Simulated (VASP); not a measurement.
Consider the following.

```xyz
2
Lattice="3.0995 0.0000 0.0000 0.0000 3.0995 0.0000 0.0000 0.0000 3.0995" Properties=species:S:1:pos:R:3 pbc="T T T"
Zn     1.5497     1.5497     1.5497
Au     0.0000     0.0000     0.0000
```

Method: PBE GGA with D3 dispersion (zero damping), VASP's PBE PAW potentials (set 64) (plane waves; VASP). Numerical set-up: 520 eV cut-off, 12×12×12 Γ-centred mesh, first-order Methfessel-Paxton smearing of 0.10 eV, potentials Zn Au.

Unless said otherwise, spin-orbit coupling is left out, though it shifts the bands of the heavy elements here.

Estimate the energy per atom (σ→0), pressure, band gap (on the k-mesh) with the smallest direct gap where there is one.

| Property | Value |
|---|---|
| band gap (on the k-mesh) | none (metal, semimetal or under 0.01 eV) |
| energy per atom (σ→0) | -2.959 eV/atom |
| pressure | 8.07 GPa |

Total energies compare only between runs with the same potentials, cut-off and functional.

The compound is AuZn in the CsCl type structure. This cell is one point of a volume scan, at 0.94 of the reference volume. The electron count is odd and the run is not spin-polarised, which forces a metal.
